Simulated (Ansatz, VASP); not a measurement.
# One calculation of CsV, two programs

```
Cs V
1.0
     4.41787    0.00000    0.00000
     0.00000    4.41787    0.00000
     0.00000    0.00000    4.41787
Cs V
1 1
Direct
  0.00000 0.00000 0.00000
  0.50000 0.50000 0.50000
```

Alike in both runs: functional PBE; k mesh 4 × 4 × 4; occupations gaussian, width 0.1 eV; collinear spin.

Ansatz relaxed the structure, and its values are those at the end. VASP's run is a single point on that final structure, the one shown.

```csv
,VASP,Ansatz
version,VASP 6.6.1,Ansatz 0.2.0
potentials or method,"VASP PAW PBE potentials, release 64 (Cs_sv, V_sv)","scalar-relativistic, plane waves, PAW"
plane-wave cutoff (eV),520,420
valence electrons in the cell,22,22
```

Ansatz gave:

```
gap on the k mesh at the Fermi level (eV)                     : none
pressure (GPa)                                                : 0.2
net moment per atom (μB)                                      : 2.30
size of the moment on the site where the two differ most (μB) : 3.80
```

Problem. Which values does VASP return?

Solution. gap on the k mesh at the Fermi level (eV): none; pressure (GPa): 0.2; net moment per atom (μB): 2.30; size of the moment on the site where the two differ most (μB): 3.21.

Site moments also hang on the region over which each program counts them. A gap of «none» marks a metal or a gap that the smearing closes.

Spin-orbit coupling is left out, which matters for the levels of Cs.
